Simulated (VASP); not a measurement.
Here is the system:

```xyz
4
Lattice="3.2189 0.0000 0.0000 -1.6094 2.7876 0.0000 0.0000 0.0000 5.2418" Properties=species:S:1:pos:R:3 pbc="T T T"
Ga     1.6094     0.9292     2.6163
Ga     0.0000     1.8584     5.2371
N      1.6094     0.9292     4.5912
N      0.0000     1.8584     1.9703
```

The numbers are results of modified Becke-Johnson potential (mBJ), VASP's PBE PAW potentials (set 64) (plane waves; VASP), not measurements. Run with 500 eV cut-off, 6×6×4 Γ-centred mesh, Gaussian smearing of 0.050 eV, potentials Ga_d N.

mBJ is a potential without an energy functional, so only the levels count.

**Question.** Give the energies of bands 13 to 21 at the high-symmetry points, in eV from the valence-band maximum.

**Answer.** 
```json
[
 {"band": "13", "Γ": "-6.27", "M": "-5.75", "K": "-4.73", "A": "-3.44", "L": "-5.86", "H": "-5.45"},
 {"band": "14", "Γ": "-0.93", "M": "-4.72", "K": "-4.73", "A": "-3.44", "L": "-5.86", "H": "-5.45"},
 {"band": "15", "Γ": "-0.93", "M": "-3.72", "K": "-4.64", "A": "-0.47", "L": "-1.74", "H": "-3.67"},
 {"band": "16", "Γ": "-0.02", "M": "-2.46", "K": "-2.62", "A": "-0.47", "L": "-1.74", "H": "-3.67"},
 {"band": "17", "Γ": "0.00", "M": "-1.87", "K": "-2.62", "A": "-0.47", "L": "-1.69", "H": "-1.32"},
 {"band": "18", "Γ": "0.00", "M": "-0.90", "K": "-2.40", "A": "-0.47", "L": "-1.69", "H": "-1.32"},
 {"band": "19", "Γ": "2.91", "M": "6.41", "K": "6.52", "A": "5.28", "L": "5.65", "H": "7.58"},
 {"band": "20", "Γ": "5.49", "M": "6.64", "K": "8.92", "A": "5.28", "L": "5.65", "H": "7.58"},
 {"band": "21", "Γ": "10.46", "M": "7.23", "K": "8.92", "A": "9.70", "L": "8.98", "H": "8.52"}
]
```

The gap is direct, 2.91 eV, from the valence maximum at Γ to the conduction minimum at Γ.

The structure comes from a computed database's GaN entry (P6_3mc); how it stands against other phases isn't given here. It was relaxed first. The cell's shape comes from a PBE relaxation.
